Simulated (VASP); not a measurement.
# K2YInF6 (Fm-3m) in VASP: notebook

One crystal, K2YInF6, is run at these levels: LDA; tasks: single point.

Program: VASP 6.6.1. These are calculated values, not measurements. Logs are shortened: lines on timing, memory, paths and dates and some standing lists are left out, and cuts for length are marked.

### Step 1. The crystal as given

It takes space group Fm-3m (No. 225, cubic). The conventional cell has a = 9.177 Å, b = 9.177 Å, c = 9.177 Å, α = 90.00°, β = 90.00°, γ = 90.00°. K (site symmetry -43m) has 12 F at 3.25 Å as nearest neighbours. Y (site symmetry m-3m) is surrounded by 6 F at 2.13 Å. Around In (site symmetry m-3m) lie 6 F at 2.46 Å. Around F (site symmetry 4mm) lie 1 Y at 2.13 Å.

The cell comes from a database or a generator and needn't be the stable form of this composition.

### Step 2. Single point, LDA

Contents of INCAR:

```
SYSTEM = K2YInF6
PREC = Accurate
ENCUT = 520
EDIFF = 1E-7
ISMEAR = 0
SIGMA = 0.01
LREAL = .False.
LASPH = .True.
NELM = 100
ALGO = Fast
ISIF = 2
LWAVE = .False.
LCHARG = .False.
NBANDS = 53
```

Contents of KPOINTS:

```
regular mesh
0
Gamma
  3 3 3
  0 0 0
```

Contents of POSCAR:

```
K2YInF6
1.0
   -0.0000000189      4.5885050486      4.5885050108
    4.5885049542      0.0000000378      4.5885049542
    4.5885050108      4.5885050486     -0.0000000189
K Y In F
2 1 1 6
Direct
    0.7499999637      0.7499999763      0.7499999637
    0.2500000363      0.2500000237      0.2500000363
    0.0000000000      0.0000000000      0.0000000000
    0.5000000000      0.5000000000      0.5000000000
    0.7684172299      0.2315828310      0.2315828084
    0.2315828084      0.2315828310      0.7684172299
    0.2315827701      0.7684171690      0.7684171916
    0.2315827744      0.7684172594      0.2315827744
    0.7684172256      0.2315827406      0.7684172256
    0.7684171916      0.7684171690      0.2315827701
```

Potentials or basis: VASP PAW LDA potentials, release 64 (K_sv, Y_sv, In_d, F).

Launch:

```bash
$ cat potpaw_LDA.64/K_sv/POTCAR potpaw_LDA.64/Y_sv/POTCAR potpaw_LDA.64/In_d/POTCAR potpaw_LDA.64/F/POTCAR > POTCAR
$ mpirun -np 1 vasp_std > vasp.out
```

OUTCAR:

```text
SYSTEM = K2YInF6
   PREC = Accurate
   ENCUT = 520
   EDIFF = 1E-7
   ISMEAR = 0
   LREAL = .False.
   LASPH = .True.
   NELM = 100
   ISIF = 2

 ion  position               nearest neighbor table
   1  0.750  0.750  0.750-   3 3.97   3 3.97   3 3.97   3 3.97
   2  0.250  0.250  0.250-   3 3.97   3 3.97   3 3.97   3 3.97
   3  0.000  0.000  0.000-   8 2.13   9 2.13   5 2.13   7 2.13   6 2.13  10 2.13   1 3.97   2 3.97
                             1 3.97   2 3.97   2 3.97   1 3.97   2 3.97   1 3.97
   4  0.500  0.500  0.500-   5 2.46   6 2.46   7 2.46  10 2.46   9 2.46   8 2.46
   5  0.768  0.232  0.232-   3 2.13   4 2.46
   6  0.232  0.232  0.768-   3 2.13   4 2.46
   7  0.232  0.768  0.768-   3 2.13   4 2.46
   8  0.232  0.768  0.232-   3 2.13   4 2.46
   9  0.768  0.232  0.768-   3 2.13   4 2.46
  10  0.768  0.768  0.232-   3 2.13   4 2.46

  LATTYP: Found a face centered cubic cell.
 ALAT       =     9.1770099084

  Lattice vectors:

 A1 = (  -0.0000000189,   4.5885050486,   4.5885050108)
 A2 = (   4.5885049542,   0.0000000378,   4.5885049542)
 A3 = (   4.5885050108,   4.5885050486,  -0.0000000189)

Analysis of symmetry for initial positions (statically):
=====================================================================
 Subroutine PRICEL returns:
 Original cell was already a primitive cell.

 Routine SETGRP: Setting up the symmetry group for a
 face centered cubic supercell.

 Subroutine GETGRP returns: Found 48 space group operations
 (whereof 48 operations were pure point group operations)
 out of a pool of 48 trial point group operations.

The static configuration has the point symmetry O_h .

Analysis of symmetry for dynamics (positions and initial velocities):
=====================================================================
 Subroutine PRICEL returns:
 Original cell was already a primitive cell.

 Routine SETGRP: Setting up the symmetry group for a
 face centered cubic supercell.

 Subroutine GETGRP returns: Found 48 space group operations
 (whereof 48 operations were pure point group operations)
 out of a pool of 48 trial point group operations.

The dynamic configuration has the point symmetry O_h .

 Subroutine INISYM returns: Found 48 space group operations
 (whereof 48 operations are pure point group operations),
 and found     1 'primitive' translations

----------------------------------------------------------------------------------------

                                     Primitive cell

  volume of cell :     193.2162

  direct lattice vectors                    reciprocal lattice vectors
    -0.000000019  4.588505049  4.588505011    -0.108967953  0.108967953  0.108967952
     4.588504954  0.000000038  4.588504954     0.108967955 -0.108967954  0.108967955
     4.588505011  4.588505049 -0.000000019     0.108967952  0.108967953 -0.108967953

  length of vectors
     6.489126044  6.489125937  6.489126044     0.188738031  0.188738034  0.188738031

  position of ions in fractional coordinates (direct lattice)
     0.749999964  0.749999976  0.749999964
     0.250000036  0.250000024  0.250000036
     0.000000000  0.000000000  0.000000000
     0.500000000  0.500000000  0.500000000
     0.768417230  0.231582831  0.231582808
     0.231582808  0.231582831  0.768417230
     0.231582770  0.768417169  0.768417192
     0.231582774  0.768417259  0.231582774
     0.768417226  0.231582741  0.768417226
     0.768417192  0.768417169  0.231582770

  ion indices of the primitive-cell ions
   primitive index   ion index
                 1           1
                 2           2
                 3           3
                 4           4
                 5           5
                 6           6
                 7           7
                 8           8
                 9           9
                10          10

----------------------------------------------------------------------------------------

 KPOINTS: regular mesh

Automatic generation of k-mesh.
 Grid dimensions read from file:
 generate k-points for:    3    3    3

 Generating k-lattice:

  Cartesian coordinates                     Fractional coordinates (reciprocal lattice)
    -0.036322651  0.036322651  0.036322651     0.333333333  0.000000000 -0.000000000
     0.036322652 -0.036322651  0.036322652    -0.000000000  0.333333333 -0.000000000
     0.036322651  0.036322651 -0.036322651    -0.000000000  0.000000000  0.333333333

  Length of vectors
     0.062912677  0.062912678  0.062912677

  Shift w.r.t. Gamma in fractional coordinates (k-lattice)
     0.000000000  0.000000000  0.000000000

 Subroutine IBZKPT returns following result:
 ===========================================

 Found      4 irreducible k-points:

 Following reciprocal coordinates:
            Coordinates               Weight
  0.000000  0.000000  0.000000      1.000000
  0.333333  0.000000  0.000000      8.000000
  0.333333  0.333333  0.000000      6.000000
 -0.333333  0.333333 -0.000000     12.000000
   k-points           NKPTS =      4   k-points in BZ     NKDIM =      4   number of bands    NBANDS=     53
   number of dos      NEDOS =    301   number of ions     NIONS =     10
   total plane-waves  NPLWV = 110592
   dimension x,y,z NGX =    48 NGY =   48 NGZ =   48
   dimension x,y,z NGXF=    96 NGYF=   96 NGZF=   96
   ions per type =               2   1   1   6
   NGX,Y,Z   is equivalent  to a cutoff of  12.30, 12.30, 12.30 a.u.
   NGXF,Y,Z  is equivalent  to a cutoff of  24.59, 24.59, 24.59 a.u.
 SYSTEM =  K2YInF6
   PREC   = accura    normal or accurate (medium, high low for compatibility)
   ISTART =      0    job   : 0-new  1-cont  2-samecut
   ICHARG =      2    charge: 1-file 2-atom 10-const
   ISPIN  =      1    spin polarized calculation?
   LNONCOLLINEAR =      F non collinear calculations
   LSORBIT =      F    spin-orbit coupling
   LASPH  =      T    aspherical Exc in radial PAW
   ENCUT  =  520.0 eV  38.22 Ry    6.18 a.u.  12.07 12.07 12.07*2*pi/ulx,y,z
   NELM   =    100;   NELMIN=  2; NELMDL= -5     # of ELM steps
   EDIFF  = 0.1E-06   stopping-criterion for ELM
   LREAL  =      F    real-space projection
   EDIFFG = 0.1E-05   stopping-criterion for IOM
   NSW    =      0    number of steps for IOM
   IBRION =     -1    ionic relax: 0-MD 1-quasi-New 2-CG
   NFREE  =      0    steps in history (QN), initial steepest desc. (CG)
   ISIF   =      2    stress and relaxation
   ISYM   =      2    0-nonsym 1-usesym 2-fastsym
   POTIM  = 0.5000    time-step for ionic-motion
   TEBEG  =    0.0;   TEEND  =   0.0 temperature during run
   PSTRESS=    0.0 pullay stress
   NELECT =      84.0000    total number of electrons
   NUPDOWN=      -1.0000    fix difference up-down
   EMIN   =  10.00;   EMAX   =-10.00  energy-range for DOS
   EFERMI =   0.00;   METHOD = LEGACY
   ISMEAR =     0;   SIGMA  =   0.01  broadening in eV -4-tet -1-fermi 0-gaus
   EFERMI_NEDOS =   21; number of points for ismear=-14 and -15
   IALGO  =     68    algorithm
   IMIX   =      4    mixing-type and parameters
     AMIX     =   0.40;   BMIX     =  1.00
     AMIX_MAG =   1.60;   BMIX_MAG =  1.00
  volume/ion in A,a.u.               =      19.32       130.39
  Fermi-wavevector in a.u.,A,eV,Ry     =   1.240186  2.343611 20.926584  1.538061
  Thomas-Fermi vector in A             =   2.374637
   LORBIT       =      0    0 simple, 1 ext, 2 COOP (PROOUT), +10 PAW based schemes
   GGA     = CA    functional components
   LHFCALC =     F    Hartree Fock is set to
   AEXX    =    0.0000 exact exchange contribution
   IVDW    =     0    specifies the selected vdW correction
   LEPSILON=     F    determine dielectric tensor
   LRPA    =     F    only Hartree local field effects (RPA)
 non-spin polarized calculation
 RMM-DIIS sequential band-by-band and
 Gauss-broadening in eV      SIGMA  =   0.01
  energy-cutoff  :      520.00
  volume of cell :      193.22
 maximum number of plane-waves:      5237
   NGX = 25   NGY = 25   NGZ = 25

 number of electron      83.9999999 magnetization

 Free energy of the ion-electron system (eV)
  ---------------------------------------------------
  ext. energy  EPLUGINS =         0.00000000
  ---------------------------------------------------
  free energy    TOTEN  =       -56.29043065 eV

  energy without entropy =      -56.29043065  energy(sigma->0) =      -56.29043065

 E-fermi :   1.2105     XC(G=0):  -9.0712

 val. band max:        1.1097451413   @ k =   0.3333   0.0000   0.0000
 cond. band min:       4.1552539124   @ k =   0.3333   0.0000   0.0000
 fundamental gap:      3.0455087711
 Fermi energy:         1.2104699063

 k-point     1 :       0.0000    0.0000    0.0000
  band No.  band energies     occupation
      1     -39.9113      2.00000
      2     -28.9232      2.00000
      3     -28.9162      2.00000
      4     -22.5849      2.00000
      5     -22.5849      2.00000
      6     -22.5849      2.00000
[... 45 lines left out ...]
     52       8.0296      0.00000
     53       8.2501      0.00000

 k-point     2 :       0.3333    0.0000    0.0000
  band No.  band energies     occupation
      1     -39.9113      2.00000
      2     -28.9214      2.00000
      3     -28.9178      2.00000
      4     -22.6084      2.00000
      5     -22.5829      2.00000
      6     -22.5829      2.00000
[... 45 lines left out ...]
     52       7.8648      0.00000
     53       7.9303      0.00000

 k-point     3 :       0.3333    0.3333    0.0000
  band No.  band energies     occupation
      1     -39.9113      2.00000
      2     -28.9213      2.00000
      3     -28.9177      2.00000
      4     -22.5916      2.00000
      5     -22.5872      2.00000
      6     -22.5872      2.00000
[... 45 lines left out ...]
     52       7.0003      0.00000
     53       7.9947      0.00000

 k-point     4 :      -0.3333    0.3333   -0.0000
  band No.  band energies     occupation
      1     -39.9113      2.00000
      2     -28.9195      2.00000
      3     -28.9195      2.00000
      4     -22.6012      2.00000
      5     -22.5875      2.00000
      6     -22.5840      2.00000
[... 45 lines left out ...]
     52       7.4201      0.00000
     53       7.6002      0.00000

------------------------ aborting loop because EDIFF is reached ----------------------------------------

  FORCE on cell =-STRESS in cart. coord.  units (eV):
  Direction    XX          YY          ZZ          XY          YZ          ZX
  --------------------------------------------------------------------------------------
  -------------------------------------------------------------------------------------
  Total       -0.0200754     -0.0200754     -0.0200754     -0.0000000     -0.0000000      0.0000000
  in kB       -0.1664681     -0.1664681     -0.1664681     -0.0000000     -0.0000000      0.0000000
  external PRESSURE =      -0.1664681 kB  Pullay stress =       0.0000000 kB

 VOLUME and BASIS-vectors are now :
 -----------------------------------------------------------------------------
  energy-cutoff  :      520.00
  volume of cell :      193.22
      direct lattice vectors                 reciprocal lattice vectors
    -0.000000019  4.588505049  4.588505011    -0.108967953  0.108967953  0.108967952
     4.588504954  0.000000038  4.588504954     0.108967955 -0.108967954  0.108967955
     4.588505011  4.588505049 -0.000000019     0.108967952  0.108967953 -0.108967953

 POSITION                                       TOTAL-FORCE (eV/Angst)
 -----------------------------------------------------------------------------------
      6.88276      6.88276      6.88276         0.000000     -0.000000     -0.000000
      2.29425      2.29425      2.29425         0.000000     -0.000000     -0.000000
      0.00000      0.00000      0.00000         0.000000     -0.000000     -0.000000
      4.58850      4.58851      4.58850         0.000000     -0.000000     -0.000000
      2.12524      4.58851      4.58851         0.027725      0.000000     -0.000000
      4.58851      4.58851      2.12524        -0.000000      0.000000      0.027725
      7.05177      4.58850      4.58850        -0.027725     -0.000000      0.000000
      4.58851      2.12524      4.58851         0.000000      0.027725      0.000000
      4.58850      7.05177      4.58850        -0.000000     -0.027725     -0.000000
      4.58850      4.58850      7.05177         0.000000     -0.000000     -0.027725
 -----------------------------------------------------------------------------------
    total drift:                               -0.000000     -0.000000     -0.000000

  FREE ENERGIE OF THE ION-ELECTRON SYSTEM (eV)
  ---------------------------------------------------
  free  energy   TOTEN  =       -56.2904306533 eV

  energy  without entropy=      -56.2904306533  energy(sigma->0) =      -56.29043065
```

Run time: 5.5 min. Hardware: 1 thread of AMD EPYC 7R13 (Zen 3), shared host; peak memory 0.24 GiB.

What came out:

- Free energy: -56.2904 eV
- Pressure: 0.0 GPa
- Largest force: 0.028 eV/Å
- Band gap on the k mesh: 3.05 eV, direct

Forces on the atoms (eV/Å):
```
K    0.000  0.000  0.000
K    0.000  0.000  0.000
Y    0.000  0.000  0.000
In   0.000  0.000  0.000
F    0.028  0.000  0.000
F    0.000  0.000  0.028
F   -0.028  0.000  0.000
F    0.000  0.028  0.000
F    0.000 -0.028  0.000
F    0.000  0.000 -0.028
```

Levels at points of the mesh, in eV from the valence-band top:
| k point | band 39 | band 40 | band 41 | band 42 | band 43 | band 44 | band 45 | band 46 |
| --- | --- | --- | --- | --- | --- | --- | --- | --- |
| (0.00, 0.00, 0.00) | -3.96 | -3.96 | -3.96 | -0.58 | 3.47 | 4.40 | 4.40 | 4.40 |

Caveat: spin-orbit coupling is left out, which moves the levels of the heavy elements; an odd mesh through Γ misses points on the zone boundary, where band edges often lie.

### Step 3. Single point, LDA

This run uses another cell than the first one, of 21.77 Å³/atom, 1.127 times its volume.

Contents of INCAR:

```
PREC = Accurate ; ENCUT = 520
EDIFF = 1E-6 ; ISMEAR = 0
SIGMA = 0.01 ; LREAL = F
LASPH = T ; NELM = 100
ALGO = Fast ; ISIF = 2
LWAVE = F ; LCHARG = T
LELF = T ; LVHAR = T
NBANDS = 53
```

Contents of KPOINTS:

```
Automatic mesh
0
Gamma
  3 3 3
```

Contents of POSCAR:

```
K2YInF6
1.0
    0.0000000000      4.7747200000      4.7747200000
    4.7747200000      0.0000000000      4.7747200000
    4.7747200000      4.7747200000      0.0000000000
K Y In F
2 1 1 6
Direct
    0.7500000000      0.7500000000      0.7500000000
    0.2500000000      0.2500000000      0.2500000000
    0.0000000000      0.0000000000      0.0000000000
    0.5000000000      0.5000000000      0.5000000000
    0.7714100000      0.2285900000      0.2285900000
    0.2285900000      0.2285900000      0.7714100000
    0.2285900000      0.7714100000      0.7714100000
    0.2285900000      0.7714100000      0.2285900000
    0.7714100000      0.2285900000      0.7714100000
    0.7714100000      0.7714100000      0.2285900000
```

Potentials or basis: VASP PAW LDA potentials, release 64 (K_sv, Y_sv, In_d, F).

Launch:

```bash
$ cat potpaw_LDA.64/K_sv/POTCAR potpaw_LDA.64/Y_sv/POTCAR potpaw_LDA.64/In_d/POTCAR potpaw_LDA.64/F/POTCAR > POTCAR
$ mpirun -np 1 vasp_std > vasp.out
```

OUTCAR:

```text
PREC = Accurate
   ENCUT = 520
   EDIFF = 1E-6
   ISMEAR = 0
   LREAL = F
   LASPH = T
   NELM = 100
   ISIF = 2

 ion  position               nearest neighbor table
   1  0.750  0.750  0.750-
   2  0.250  0.250  0.250-
   3  0.000  0.000  0.000-   5 2.18   6 2.18   7 2.18   8 2.18   9 2.18  10 2.18
   4  0.500  0.500  0.500-   5 2.59   6 2.59   7 2.59   8 2.59   9 2.59  10 2.59
   5  0.771  0.229  0.229-   3 2.18   4 2.59
   6  0.229  0.229  0.771-   3 2.18   4 2.59
   7  0.229  0.771  0.771-   3 2.18   4 2.59
   8  0.229  0.771  0.229-   3 2.18   4 2.59
   9  0.771  0.229  0.771-   3 2.18   4 2.59
  10  0.771  0.771  0.229-   3 2.18   4 2.59

  LATTYP: Found a face centered cubic cell.
 ALAT       =     9.5494400000

  Lattice vectors:

 A1 = (   0.0000000000,   4.7747200000,   4.7747200000)
 A2 = (   4.7747200000,   0.0000000000,   4.7747200000)
 A3 = (   4.7747200000,   4.7747200000,   0.0000000000)

Analysis of symmetry for initial positions (statically):
[... 181 lines left out ...]
      2     -29.7021      2.00000
      3     -29.6985      2.00000
      4     -22.8348      2.00000
      5     -22.8348      2.00000
      6     -22.8348      2.00000
[... 213 lines left out ...]
     52       6.5318      0.00000
     53       6.5820      0.00000

------------------------ aborting loop because EDIFF is reached ----------------------------------------

  FORCE on cell =-STRESS in cart. coord.  units (eV):
  Direction    XX          YY          ZZ          XY          YZ          ZX
  --------------------------------------------------------------------------------------
  -------------------------------------------------------------------------------------
  Total       -5.8815380     -5.8815380     -5.8815380     -0.0000000      0.0000000     -0.0000000
  in kB      -43.2840377    -43.2840377    -43.2840377     -0.0000000      0.0000000     -0.0000000
  external PRESSURE =     -43.2840377 kB  Pullay stress =       0.0000000 kB

 VOLUME and BASIS-vectors are now :
 -----------------------------------------------------------------------------
  energy-cutoff  :      520.00
  volume of cell :      217.71
      direct lattice vectors                 reciprocal lattice vectors
     0.000000000  4.774720000  4.774720000    -0.104718182  0.104718182  0.104718182
     4.774720000  0.000000000  4.774720000     0.104718182 -0.104718182  0.104718182
     4.774720000  4.774720000  0.000000000     0.104718182  0.104718182 -0.104718182

 POSITION                                       TOTAL-FORCE (eV/Angst)
 -----------------------------------------------------------------------------------
      7.16208      7.16208      7.16208         0.000000     -0.000000     -0.000000
      2.38736      2.38736      2.38736         0.000000      0.000000      0.000000
      0.00000      0.00000      0.00000         0.000000      0.000000      0.000000
      4.77472      4.77472      4.77472         0.000000     -0.000000     -0.000000
      2.18291      4.77472      4.77472        -0.329497      0.000000      0.000000
      4.77472      4.77472      2.18291         0.000000      0.000000     -0.329497
      7.36653      4.77472      4.77472         0.329497      0.000000      0.000000
      4.77472      2.18291      4.77472         0.000000     -0.329497      0.000000
      4.77472      7.36653      4.77472         0.000000      0.329497      0.000000
      4.77472      4.77472      7.36653         0.000000      0.000000      0.329497
 -----------------------------------------------------------------------------------
    total drift:                                0.000000      0.000000      0.000000

  FREE ENERGIE OF THE ION-ELECTRON SYSTEM (eV)
  ---------------------------------------------------
  free  energy   TOTEN  =       -55.9774501637 eV

  energy  without entropy=      -55.9774501637  energy(sigma->0) =      -55.97745016
```

Run time: 3.4 min. Hardware: 1 thread of AMD EPYC 7R13 (Zen 3), shared host; peak memory 0.27 GiB.

What came out:

```yaml
Free_energy: -55.9775 eV
Pressure: -4.3 GPa
Largest_force: 0.329 eV/Å
Band_gap_on_the_k_mesh: 3.37 eV, direct
```

Forces in eV/Å, atoms in the order of the input:
```
K    0.000  0.000  0.000
K    0.000  0.000  0.000
Y    0.000  0.000  0.000
In   0.000  0.000  0.000
F   -0.329  0.000  0.000
F    0.000  0.000 -0.329
F    0.329  0.000  0.000
F    0.000 -0.329  0.000
F    0.000  0.329  0.000
F    0.000  0.000  0.329
```

Caveat: spin-orbit coupling is left out, which moves the levels of the heavy elements; an odd mesh through Γ misses points on the zone boundary, where band edges often lie.
